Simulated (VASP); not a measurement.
FSnCl, in a box:

```xyz
3
Lattice="12.0000 0.0000 0.0000 0.0000 12.0000 0.0000 0.0000 0.0000 11.0000" Properties=species:S:1:pos:R:3 pbc="T T T"
F     4.7111    6.3880    4.8915
Sn    6.2650    7.0631    5.8266
Cl    7.3150    4.9790    6.1764
```

```yaml
Program: VASP 6.6.1
Task: single point
Functional: PBE
Potentials_or_basis: VASP PAW PBE potentials, release 64 (F, Sn_d, Cl)
Cutoff: 520 eV
k_mesh: 1 × 1 × 1
Occupations: gaussian, width 0.01 eV
Spin: no spin polarisation
```

On this cell: largest force 0.833 eV/Å; gap between the frontier levels 3.53 eV.

The same run follows on a disturbed copy (atoms moved at random, drawn with an rms of 0.05 Å):

```
CELL_PARAMETERS angstrom
12.00000 0.00000 0.00000
0.00000 12.00000 0.00000
0.00000 0.00000 11.00000
ATOMIC_POSITIONS crystal
F 0.39016 0.53182 0.44581
Sn 0.52573 0.58708 0.53146
Cl 0.61167 0.41311 0.55882
```

Problem. What does the disturbed cell give?

Solution. The energy moves by -2.8 meV/atom; largest force 0.570 eV/Å; gap between the frontier levels 3.52 eV.

Forces in eV/Å, atoms in the order of the input:
```
F    0.240  0.104  0.135
Sn  -0.443  0.300 -0.196
Cl   0.203 -0.404  0.061
```

Caveats: spin-orbit coupling is left out, which moves the levels of the heavy elements.

